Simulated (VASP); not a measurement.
# A VASP study of ZnS (Wurtzite-6H) (AM05): structure first, properties next, part 3 of 6

What structure does ZnS (Wurtzite-6H) take at this level, and what are its properties? The start is a cell from a database of measured crystal structures.

VASP 6.6.1, plane waves and PAW; the level of theory is named at each step.

So far, gap on the k-mesh (eV): step 2 (full relaxation (AM05)) 2.21.

The database entry behind the starting cell has ideal inner coordinates that were not refined, so it need not match the best structure at ambient conditions.

## (5) Bands along the symmetry lines (AM05)

Level of this step: AM05; plane waves and PAW (Zn, S) (VASP).

The mesh alone shows little of the dispersion and can miss band extrema, so KPOINTS_OPT adds a path through the symmetry points after the self-consistent cycle.

INCAR reads:

```
SYSTEM = ZnS
PREC = Accurate
ENCUT = 400
EDIFF = 1E-06
NELM = 100
ISMEAR = 0
SIGMA = 0.05
LREAL = .FALSE.
ALGO = Normal
GGA = AM
NBANDS = 82
LORBIT = 11
LWAVE = .FALSE.
LCHARG = .FALSE.
KPAR = 4
NCORE = 2
```

POSCAR reads:

```
ZnS
1.0
    3.7959909386      0.0000000000      0.0000000000
   -1.8979954693      3.2874245853      0.0000000000
    0.0000000000      0.0000000000     18.6128496718
Zn S
6 6
Direct
    0.0000000000      0.0000000000      0.9999934030
    0.0000000000      0.0000000000      0.4999934030
    0.3333333333      0.6666666667      0.1667599821
    0.6666666667      0.3333333333      0.6667599821
    0.6666666667      0.3333333333      0.3333164738
    0.3333333333      0.6666666667      0.8333164738
    0.0000000000      0.0000000000      0.1251289240
    0.0000000000      0.0000000000      0.6251289240
    0.3333333333      0.6666666667      0.2916313528
    0.6666666667      0.3333333333      0.7916313528
    0.6666666667      0.3333333333      0.4581698643
    0.3333333333      0.6666666667      0.9581698643
```

KPOINTS reads:

```
Automatic mesh
0
Gamma
6 6 1
0 0 0
```

KPOINTS_OPT reads:

```
Line mode
12
Line-mode
Reciprocal
  0.00000000   0.00000000   0.00000000 GAMMA
  0.50000000   0.00000000   0.00000000 M

  0.50000000   0.00000000   0.00000000 M
  0.33333333   0.33333333   0.00000000 K

  0.33333333   0.33333333   0.00000000 K
  0.00000000   0.00000000   0.00000000 GAMMA

  0.00000000   0.00000000   0.00000000 GAMMA
  0.00000000   0.00000000   0.50000000 A

  0.00000000   0.00000000   0.50000000 A
  0.50000000   0.00000000   0.50000000 L

  0.50000000   0.00000000   0.50000000 L
  0.33333333   0.33333333   0.50000000 H

  0.33333333   0.33333333   0.50000000 H
  0.00000000   0.00000000   0.50000000 A

  0.50000000   0.00000000   0.50000000 L
  0.50000000   0.00000000   0.00000000 M

  0.33333333   0.33333333   0.00000000 K
  0.33333333   0.33333333   0.50000000 H
```

The projector-augmented-wave data sets are Zn and S (PBE family, release 64).

On the command line:

```bash
> mpirun -np 8 vasp_std
```

Output:

```text
[... set-up lines as in an earlier step ...]
 entering main loop
       N       E                     dE             d eps       ncg     rms          rms(c)
DAV:   1     0.848496564467E+03    0.84850E+03   -0.39484E+04  1148   0.134E+03
DAV:   2     0.920667627693E+02   -0.75643E+03   -0.69879E+03  1148   0.347E+02
DAV:   3    -0.378283768515E+02   -0.12990E+03   -0.12554E+03  1274   0.136E+02
DAV:   4    -0.450871009394E+02   -0.72587E+01   -0.71986E+01  1352   0.338E+01
DAV:   5    -0.452033102720E+02   -0.11621E+00   -0.11612E+00  1312   0.420E+00    0.173E+01
DAV:   6    -0.428389779491E+02    0.23643E+01   -0.40919E+00  1632   0.362E+01    0.130E+01
DAV:   7    -0.428685470604E+02   -0.29569E-01   -0.41256E+00  1320   0.694E+00    0.401E+00
DAV:   8    -0.428154736480E+02    0.53073E-01   -0.12514E-01  1304   0.134E+00    0.127E+00
DAV:   9    -0.428050094301E+02    0.10464E-01   -0.69778E-02  1408   0.120E+00    0.430E-01
DAV:  10    -0.428055811984E+02   -0.57177E-03   -0.39662E-03  1384   0.508E-01    0.205E-01
DAV:  11    -0.428063475015E+02   -0.76630E-03   -0.10300E-03  1256   0.301E-01    0.132E-01
DAV:  12    -0.428063866150E+02   -0.39114E-04   -0.23564E-04  1352   0.189E-01    0.158E-02
DAV:  13    -0.428063997789E+02   -0.13164E-04   -0.47107E-05  1280   0.395E-02    0.229E-02
DAV:  14    -0.428064174566E+02   -0.17678E-04   -0.32459E-05  1216   0.385E-02    0.137E-02
DAV:  15    -0.428064159393E+02    0.15173E-05   -0.51355E-06  1432   0.324E-02    0.618E-03
DAV:  16    -0.428064161604E+02   -0.22107E-06   -0.12552E-06   888   0.742E-03
   1 F= -.42806416E+02 E0= -.42806416E+02  d E =-.114670E-12
 Start KPOINTS_OPT (optional k-point list driver)
k-point batch [1-7\108]
       N       E                     dE             ncg
DAV:   1     0.403701205011E+04    0.48727E+03     1148
DAV:   2    -0.135368627296E+04   -0.53907E+04     1148
DAV:   3    -0.231718079837E+04   -0.96349E+03     1294
DAV:   4    -0.237145246692E+04   -0.54272E+02     1326
DAV:   5    -0.237226370843E+04   -0.81124E+00     1272
DAV:   6    -0.237228235808E+04   -0.18650E-01     1376
DAV:   7    -0.237228288466E+04   -0.52658E-03     1312
DAV:   8    -0.237228290293E+04   -0.18265E-04     1376
DAV:   9    -0.237228290349E+04   -0.56270E-06      896
[...]
k-point batch [106-108\108]
       N       E                     dE             ncg
DAV:   1     0.148602640141E+05   -0.82910E+04      492
DAV:   2     0.126023565765E+05   -0.22579E+04      492
DAV:   3     0.122308215738E+05   -0.37154E+03      542
DAV:   4     0.122113580156E+05   -0.19464E+02      608
DAV:   5     0.122110809009E+05   -0.27711E+00      576
DAV:   6     0.122110746559E+05   -0.62450E-02      608
DAV:   7     0.122110745066E+05   -0.14929E-03      576
DAV:   8     0.122110745020E+05   -0.45220E-05      616
DAV:   9     0.122110745019E+05   -0.12462E-06      424
```

It took 2.5 min on 8 MPI ranks of Intel Xeon Platinum 8259CL at 2.50GHz (Skylake/Cascade Lake), shared host; peak memory 2.2 GiB; 19 min of CPU time.

Parts of OUTCAR (step 5):

```text
   k-points           NKPTS =      7   k-points in BZ     NKDIM =      7   number of bands    NBANDS=     82

   NELECT =     108.0000    total number of electrons

 E-fermi :   2.5011

 k-point     1 :       0.0000    0.0000    0.0000
  band No.  band energies     occupation
    ...
     50       2.0086      2.00000
     51       2.0086      2.00000
     52       2.2343      2.00000
     53       2.2595      2.00000
     54       2.2595      2.00000
     55       4.4649      0.00000
     56       5.4684      0.00000
     57       5.5382      0.00000
     58       5.5857      0.00000
     59       5.6623      0.00000
    ...

  Total       -0.0854066     -0.0854066     -0.0644547      0.0000000      0.0000000     -0.0000000
  in kB       -0.5891263     -0.5891263     -0.4446017      0.0000000      0.0000000     -0.0000000
  external PRESSURE =      -0.5409514 kB  Pullay stress =       0.0000000 kB

 POSITION                                       TOTAL-FORCE (eV/Angst)
 -----------------------------------------------------------------------------------
      0.00000      0.00000     18.61273         0.000000     -0.000000      0.004135
      0.00000      0.00000      9.30630         0.000000     -0.000000      0.004135
     -0.00000      2.19162      3.10388        -0.000000      0.000000      0.003737
      1.89800      1.09581     12.41030         0.000000      0.000000      0.003737
      1.89800      1.09581      6.20397        -0.000000     -0.000000     -0.008848
     -0.00000      2.19162     15.51039         0.000000     -0.000000     -0.008848
      0.00000      0.00000      2.32901         0.000000      0.000000     -0.004138
      0.00000      0.00000     11.63543         0.000000     -0.000000     -0.004138
     -0.00000      2.19162      5.42809        -0.000000     -0.000000      0.003641
      1.89800      1.09581     14.73452         0.000000     -0.000000      0.003641
      1.89800      1.09581      8.52785        -0.000000     -0.000000      0.001473
     -0.00000      2.19162     17.83427         0.000000      0.000000      0.001473
 -----------------------------------------------------------------------------------
    total drift:                               -0.000002     -0.000004      0.001177

  FREE ENERGIE OF THE ION-ELECTRON SYSTEM (eV)
  ---------------------------------------------------
  free  energy   TOTEN  =       -42.8064161604 eV

  energy  without entropy=      -42.8064161604  energy(sigma->0) =      -42.80641616

[... 9 parts as in an earlier step ...]

[... 7 further parts left out ...]
```

This step gave:

* bands: 82
* Fermi energy: 2.501 eV
* pressure: -0.05410 GPa
* least gap on mesh and path: 2.205 eV
* least direct gap on mesh and path: 2.205 eV

The electronic bands at the labelled points (eV, zero at the valence-band top; v1 is the highest filled band, c1 the lowest empty one):

```
          point     v4     v3     v2     v1    c1    c2    c3    c4
              Γ  -0.25  -0.03   0.00   0.00  2.21  3.21  3.28  3.33
0.45 of the way  -0.74  -0.73  -0.45  -0.40  3.58  4.00  4.33  4.35
              M  -1.31  -1.30  -1.13  -0.91  3.41  3.52  3.56  3.84
0.45 of the way  -1.57  -1.48  -1.32  -1.29  3.92  4.21  4.28  4.40
              K  -1.96  -1.59  -1.54  -1.54  4.37  4.38  4.38  5.33
0.55 of the way  -1.07  -1.00  -0.83  -0.47  4.17  4.30  4.40  4.99
              Γ  -0.25  -0.03   0.00   0.00  2.21  3.21  3.28  3.33
0.45 of the way  -0.16  -0.16  -0.02  -0.02  2.33  3.07  3.23  3.31
              A  -0.07  -0.07  -0.07  -0.07  2.68  2.68  3.26  3.26
0.45 of the way  -0.64  -0.64  -0.49  -0.49  3.77  3.77  4.26  4.26
              L  -1.26  -1.26  -1.02  -1.02  3.33  3.33  3.81  3.81
0.45 of the way  -1.70  -1.70  -1.22  -1.22  3.91  3.91  4.60  4.60
              H  -1.76  -1.76  -1.61  -1.61  4.63  4.63  4.72  4.72
0.55 of the way  -1.06  -1.06  -0.58  -0.58  4.17  4.17  4.77  4.77
              A  -0.07  -0.07  -0.07  -0.07  2.68  2.68  3.26  3.26
      jump to L  -1.26  -1.26  -1.02  -1.02  3.33  3.33  3.81  3.81
0.45 of the way  -1.41  -1.17  -1.13  -0.94  3.31  3.44  3.76  3.79
              M  -1.31  -1.30  -1.13  -0.91  3.41  3.52  3.56  3.84
      jump to K  -1.96  -1.59  -1.54  -1.54  4.37  4.38  4.38  5.33
0.45 of the way  -1.90  -1.63  -1.56  -1.56  4.45  4.45  4.45  5.11
              H  -1.76  -1.76  -1.61  -1.61  4.63  4.63  4.72  4.72
```

Of the projections kept (Zn, S), the largest for each band there, as a share of the weight inside these atoms' spheres; weight between the spheres isn't counted:

```
point      v4      v3      v2      v1       c1       c2       c3       c4
    Γ  S 0.73  S 0.74  S 0.74  S 0.74  Zn 0.50  Zn 0.66  Zn 0.52  Zn 0.68
    M  S 0.70  S 0.70  S 0.70  S 0.72  Zn 0.70  Zn 0.78  Zn 0.70  Zn 0.67
    K  S 0.67  S 0.70  S 0.70  S 0.70  Zn 0.77  Zn 0.78  Zn 0.78  Zn 0.59
    Γ  S 0.73  S 0.74  S 0.74  S 0.74  Zn 0.50  Zn 0.66  Zn 0.52  Zn 0.68
    A  S 0.74  S 0.74  S 0.74  S 0.74   S 0.55   S 0.55  Zn 0.69  Zn 0.69
    L  S 0.69  S 0.69  S 0.71  S 0.71  Zn 0.73  Zn 0.73  Zn 0.77  Zn 0.77
```

The path finds the gap of the mesh within 0.02 eV, so the mesh comes close to both band edges.

## (6) Total and projected DOS (AM05)

A density of states needs more k-points than a total energy, and tetrahedra (ISMEAR = -5) or a smearing that fits the mesh; LORBIT projects the states on the PAW spheres. The mesh is finer than in the run before.

INCAR, as its differences from that of step 5:

```diff
@@ -5,3 +5,3 @@
 NELM = 100
-ISMEAR = 0
+ISMEAR = -5
 SIGMA = 0.05
@@ -14,3 +14,3 @@
 LCHARG = .FALSE.
-KPAR = 4
-NCORE = 2
+KPAR = 8
+NEDOS = 2001
```

POSCAR is that of step 5.

KPOINTS reads:

```
Automatic mesh
0
Gamma
9 9 2
0 0 0
```

On the command line:

```bash
> mpirun -np 8 vasp_std
```

Output:

```text
[banner, memory and clock lines left out]
running    8 mpi-ranks, on    1 nodes
 distrk:  each k-point on    1 cores,    8 groups
 distr:  one band on    1 cores,    1 groups

 POSCAR found type information on POSCAR ZnS
 POSCAR found :  2 types and      12 ions
|                                                                             |
|           W    W    AA    RRRRR   N    N  II  N    N   GGGG   !!!           |
|           W    W   A  A   R    R  NN   N  II  NN   N  G    G  !!!           |
|           W    W  A    A  R    R  N N  N  II  N N  N  G       !!!           |
|           W WW W  AAAAAA  RRRRR   N  N N  II  N  N N  G  GGG   !            |
|           WW  WW  A    A  R   R   N   NN  II  N   NN  G    G                |
|           W    W  A    A  R    R  N    N  II  N    N   GGGG   !!!           |
|                                                                             |
|     For optimal performance we recommend to set                             |
|       NCORE = 2 up to number-of-cores-per-socket                            |
|     NCORE specifies how many cores store one orbital (NPAR=cpu/NCORE).      |
|     This setting can greatly improve the performance of VASP for DFT.       |
|     The default, NCORE=1 might be grossly inefficient on modern             |
|     multi-core architectures or massively parallel machines. Do your        |
|     Unfortunately you need to use the default for GW and RPA                |
|     calculations (for HF NCORE is supported but not extensively tested      |
|     yet).                                                                   |
|                                                                             |

 [... a notice as in an earlier step ...]

 LDA part: xc-table for (Slater+PW92), standard interpolation
 POSCAR, INCAR and KPOINTS ok, starting setup
 FFT: planning ... GRIDC
 FFT: planning ... GRID_SOFT
 FFT: planning ... GRID
 WAVECAR not read
 entering main loop
       N       E                     dE             d eps       ncg     rms          rms(c)
DAV:   1     0.858949536838E+03    0.85895E+03   -0.39509E+04  3936   0.134E+03
DAV:   2     0.964065743924E+02   -0.76254E+03   -0.70309E+03  3936   0.350E+02
DAV:   3    -0.373845954734E+02   -0.13379E+03   -0.12931E+03  4376   0.137E+02
DAV:   4    -0.450888154978E+02   -0.77042E+01   -0.76423E+01  4662   0.347E+01
DAV:   5    -0.452122626414E+02   -0.12345E+00   -0.12335E+00  4464   0.433E+00    0.173E+01
DAV:   6    -0.428534567415E+02    0.23588E+01   -0.40856E+00  5626   0.362E+01    0.130E+01
DAV:   7    -0.428833389356E+02   -0.29882E-01   -0.41160E+00  4464   0.695E+00    0.400E+00
DAV:   8    -0.428299178832E+02    0.53421E-01   -0.12502E-01  4452   0.136E+00    0.127E+00
DAV:   9    -0.428193869426E+02    0.10531E-01   -0.69716E-02  4780   0.122E+00    0.434E-01
DAV:  10    -0.428199684118E+02   -0.58147E-03   -0.41407E-03  4768   0.682E-01    0.214E-01
DAV:  11    -0.428206335708E+02   -0.66516E-03   -0.87814E-04  4290   0.482E-01    0.109E-01
DAV:  12    -0.428207800615E+02   -0.14649E-03   -0.38388E-04  4486   0.230E-01    0.227E-02
DAV:  13    -0.428207932586E+02   -0.13197E-04   -0.65501E-05  4760   0.381E-02    0.228E-02
DAV:  14    -0.428208089524E+02   -0.15694E-04   -0.15837E-05  4174   0.311E-02    0.732E-03
DAV:  15    -0.428208113326E+02   -0.23802E-05   -0.79359E-06  4408   0.410E-02    0.638E-03
DAV:  16    -0.428208115699E+02   -0.23728E-06   -0.21111E-06  3260   0.871E-03
   1 F= -.42820812E+02 E0= -.42820812E+02  d E =0.000000E+00
```

It took 67 s on 8 MPI ranks; peak memory 3.5 GiB; 8.6 min of CPU time.

OUTCAR, selected parts (step 6):

```text
   k-points           NKPTS =     24   k-points in BZ     NKDIM =     24   number of bands    NBANDS=     82

   NELECT =     108.0000    total number of electrons

 E-fermi :   2.2601

 k-point     1 :       0.0000    0.0000    0.0000
  band No.  band energies     occupation
    ...
     50       2.0069      2.00000
     51       2.0069      2.00000
     52       2.2325      2.00000
     53       2.2577      2.00000
     54       2.2577      2.00000
     55       4.4636      0.00000
     56       5.4676      0.00000
     57       5.5370      0.00000
     58       5.5849      0.00000
     59       5.6611      0.00000
    ...

  Total       -0.1595472     -0.1595472     -0.0715170      0.0000000      0.0000000      0.0000000
  in kB       -1.1005400     -1.1005400     -0.4933169      0.0000000      0.0000000      0.0000000
  external PRESSURE =      -0.8981323 kB  Pullay stress =       0.0000000 kB

 POSITION                                       TOTAL-FORCE (eV/Angst)
 -----------------------------------------------------------------------------------
      0.00000      0.00000     18.61273        -0.000000      0.000000      0.002962
      0.00000      0.00000      9.30630        -0.000000     -0.000000      0.002962
     -0.00000      2.19162      3.10388         0.000000     -0.000000      0.002235
      1.89800      1.09581     12.41030        -0.000000     -0.000000      0.002235
      1.89800      1.09581      6.20397         0.000000      0.000000     -0.010276
     -0.00000      2.19162     15.51039        -0.000000     -0.000000     -0.010276
      0.00000      0.00000      2.32901         0.000000     -0.000000     -0.002719
      0.00000      0.00000     11.63543        -0.000000      0.000000     -0.002719
     -0.00000      2.19162      5.42809        -0.000000     -0.000000      0.005189
      1.89800      1.09581     14.73452        -0.000000      0.000000      0.005189
      1.89800      1.09581      8.52785        -0.000000      0.000000      0.002609
     -0.00000      2.19162     17.83427        -0.000000     -0.000000      0.002609
 -----------------------------------------------------------------------------------
    total drift:                               -0.000002     -0.000004      0.001202

  FREE ENERGIE OF THE ION-ELECTRON SYSTEM (eV)
  ---------------------------------------------------
  free  energy   TOTEN  =       -42.8208115699 eV

  energy  without entropy=      -42.8208115699  energy(sigma->0) =      -42.82081157

[... 7 parts as in an earlier step ...]

[... 9 further parts left out ...]
```

This step gave:

- irreducible k-points: 24
- free energy (TOTEN): -42.82 eV
- Fermi energy: 2.260 eV
- pressure: -0.08981 GPa
- gap on the k-mesh: 2.206 eV
- least direct gap on the k-mesh: 2.206 eV

The density of states has structure finer than the step of the table below, so its rows give means over 0.5 eV, whole bins alone (the curve runs from -12.0 to 4.63 eV). Peaks (eV: height): total -6.32: 113, -5.90: 135; S p -6.40: 5.70, -4.74: 2.87, -2.09: 4.61, -1.26: 5.32; Zn d -6.32: 97.9, -5.90: 130; Zn s -6.40: 1.00, -5.82: 0.489, -4.74: 2.55; Zn p -6.32: 0.447, -2.09: 1.16, -1.67: 1.08, 4.30: 0.729.

States under -12.0 eV and over 4.6 eV are left out. Density of states against energy, zero at the valence-band top; means over each step; values in states/eV/cell:

```
energy (eV)   total      S p     Zn d    Zn s     Zn p      S s
       -7.0       0        0        0       0        0        0
       -6.5    44.4     2.44     37.4   0.448    0.159  0.00461
       -6.0    66.9     1.08     62.0   0.414    0.118   0.0883
       -5.5    8.03    0.112     7.19   0.123   0.0314    0.156
       -5.0    5.28     1.24    0.872    1.02    0.141   0.0570
       -4.5    8.38     1.89     1.70    1.59    0.192    0.182
       -4.0    4.02    0.908    0.906   0.620    0.124    0.157
       -3.5    2.83    0.722    0.544   0.306    0.144    0.113
       -3.0    6.97     2.22    0.848   0.316    0.611    0.115
       -2.5    8.10     2.87    0.847   0.235    0.767   0.0865
       -2.0    10.2     3.95     1.03   0.205    0.967   0.0788
       -1.5    11.1     4.71     1.16   0.120     1.01   0.0503
       -1.0    9.78     4.42     1.11  0.0646    0.780   0.0326
       -0.5    4.16     2.01    0.538  0.0129    0.257  0.00701
        0.0   0.686    0.351   0.0976  2.2e-4   0.0302   1.1e-4
        0.5       0        0        0       0        0        0
        1.0       0        0        0       0        0        0
        1.5       0        0        0       0        0        0
        2.0       0        0        0  2.5e-5        0   2.3e-5
        2.5  0.0438  0.00374        0  0.0109   3.1e-4   0.0103
        3.0   0.281   0.0328  0.00179  0.0664  0.00576   0.0577
        3.5    2.45    0.193   0.0602   0.484    0.150    0.277
        4.0    7.32    0.643    0.224    1.35    0.507    0.599
```

The gap on this mesh is 2.21 eV. In the top eV of the valence band the largest shares in the PAW spheres are S p 48 %, Zn d 13 % and Zn p 7 %; in the lowest eV of the conduction band, Zn s 24 %, S s 21 % and S p 11 %. The rest lies in smaller channels or between the spheres.

(Continued in part 4 of 6.)

[Lines on the potential files, build, host, timing and source positions are cut from VASP's logs without a mark.]

[Logs are printed without paths, hosts, clocks, repeated set-up lines and the standing remarks that a program may print on its own settings, such as how far it seeks lower states.]

[Hosts, paths, dates, database ids (printed as entryN), source tags and the programs' standing remarks are cut or masked in the printed files.]

[A measured line is paired with the nearest computed mode of its activity, which favours agreement.]

[In band tables of VASP the shares of atoms and orbitals are scaled to a sum of 1 inside the atoms' spheres.]
